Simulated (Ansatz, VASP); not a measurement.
## One calculation of CdSb2O2, two programs

```
Cd Sb O
1.0
     6.97658    0.00000    0.00000
     0.00000    6.97658    0.00000
     0.00000    0.00000    4.02051
Cd Sb O
2 4 4
Direct
  0.00000 0.00000 0.00000
  0.50000 0.50000 0.00000
  0.37909 0.87909 0.00000
  0.12091 0.37909 0.00000
  0.62091 0.12091 0.00000
  0.87909 0.62091 0.00000
  0.17858 0.67858 0.50000
  0.32142 0.17858 0.50000
  0.82142 0.32142 0.50000
  0.67858 0.82142 0.50000
```

Change from the starting cell: species swapped into the Gd2InGe2 type (P4/mbm, No. 127).

Alike in both runs: task single point; functional PBE; k mesh 4 × 4 × 4; occupations gaussian, width 0.1 eV; no spin polarisation.

```csv
,VASP,Ansatz
version,VASP 6.6.1,Ansatz 0.2.0
potentials or method,"VASP PAW PBE potentials, release 64 (Cd, Sb, O)","scalar-relativistic, plane waves, PAW"
plane-wave cutoff (eV),520,420
valence electrons in the cell,68,124
```

|  | VASP | Ansatz | Ansatz less VASP |
| --- | --- | --- | --- |
| gap on the k mesh at the Fermi level (eV) | none | none | - |
| pressure (GPa) | 2.5 | 2.5 | -0.05 |
| largest component of the traceless stress (GPa) | 16.96 | 16.68 | -0.281 |
| rms of the force components (eV/Å) | 2.296 | 2.240 | -0.0555 |

Atom by atom the forces differ by 0.056 eV/Å (rms over components). A gap of «none» marks a metal or a gap that the smearing closes. The functional is the same, so the differences come from potentials, cutoffs and numerics. The two sets of potentials don't hold the same shells in valence.

Caveats: the k mesh is coarse (spacing up to 0.39 Å⁻¹), so the values aren't converged; forces of over 1 eV/Å show positions far from the minimum, so gaps and moduli don't describe the material at rest. The runs have no spin-orbit coupling, so splittings on Sb are missing.
